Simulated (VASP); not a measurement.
Data:

```xyz
4
Lattice="1.2627 -2.1871 0.0000 1.2627 2.1871 0.0000 0.0000 0.0000 7.1685" Properties=species:S:1:pos:R:3 pbc="T T T"
C      0.0000     0.0000     1.7921
C      0.0000     0.0000     5.3764
C      1.2627     0.7290     1.7921
C      1.2627    -0.7290     5.3764
```

All values below come from vdW-DF2, VASP's PBE PAW potentials (set 64) (plane waves; VASP). Run with 520 eV cut-off, 10×10×3 Γ-centred mesh, Gaussian smearing of 0.050 eV, potentials C.

The ions and cell shape at fixed volume are relaxed. Which structure does the run end with?

```xyz
4
Lattice="1.2400 -2.1477 0.0000 1.2400 2.1477 0.0000 0.0000 0.0000 7.4339" Properties=species:S:1:pos:R:3 pbc="T T T"
C      0.0000     0.0000     1.8585
C      0.0000     0.0000     5.5754
C      1.2400     0.7159     1.8585
C      1.2400    -0.7159     5.5754
```
Space group P6_3/mmc (194), at a tolerance of 0.03 Å.

How much energy does the relaxation gain?

The energy (σ→0) changes by -22.2 meV/atom, in 3 ionic steps.

The compound is C in the graphite structure. This cell is one point of a volume scan, at 1.06 of the reference volume. Symmetry was kept, so distortions that lower it aren't found.
